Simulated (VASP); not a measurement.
Consider the following.

```xyz
1
Lattice="0.0000 1.7997 1.7997 1.7997 0.0000 1.7997 1.7997 1.7997 0.0000" Properties=species:S:1:pos:R:3 pbc="T T T"
Cu     0.0000     0.0000     0.0000
```

Method: PW91 GGA, VASP's PBE PAW potentials (set 64) (plane waves; VASP). Run with 520 eV cut-off, 17×17×17 Γ-centred mesh, first-order Methfessel-Paxton smearing of 0.10 eV, potentials Cu.

Predict the energy per atom (σ→0), pressure, band gap (on the k-mesh) with the smallest direct gap where there is one.

| Property | Value |
|---|---|
| band gap (on the k-mesh) | none (metal, semimetal or under 0.01 eV) |
| energy per atom (σ→0) | -3.724 eV/atom |
| pressure | 4.31 GPa |

The compound is Cu in the fcc structure. This cell is one point of a volume scan, at 0.97 of the reference volume.
